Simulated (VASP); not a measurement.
Here is the system:

```xyz
2
Lattice="0.0000 3.2117 3.2117 3.2117 0.0000 3.2117 3.2117 3.2117 0.0000" Properties=species:S:1:pos:R:3 pbc="T T T"
Ba     0.0000     0.0000     0.0000
S      3.2117     3.2117     3.2117
```

Computed with r2SCAN+rVV10, VASP's PBE PAW potentials (set 64) (plane waves; VASP 6.6.1). Run with 520 eV cut-off, 8×8×8 Γ-centred mesh, tetrahedra with Blöchl corrections, potentials Ba_sv S.

Unless said otherwise, spin-orbit coupling is left out, though it shifts the bands of the heavy elements here.

Give the energies of bands 6 to 11 at the high-symmetry points, in eV from the valence-band maximum.

```
band     Γ      X      U      L      W
----  ----  -----  -----  -----  -----
6     0.00  -0.55  -0.93  -1.90  -1.09
7     0.00  -0.14  -0.60  -1.05  -0.50
8     0.00  -0.14  -0.56  -1.05  -0.50
9     4.05   2.44   3.64   5.94   4.65
10    4.28   6.49   6.36   6.01   4.65
11    4.28   6.59   7.15   6.78   6.85
```

The gap is indirect, 2.44 eV, from the valence maximum at Γ to the conduction minimum at X.

The compound is BaS in the rock salt structure. It was relaxed first.
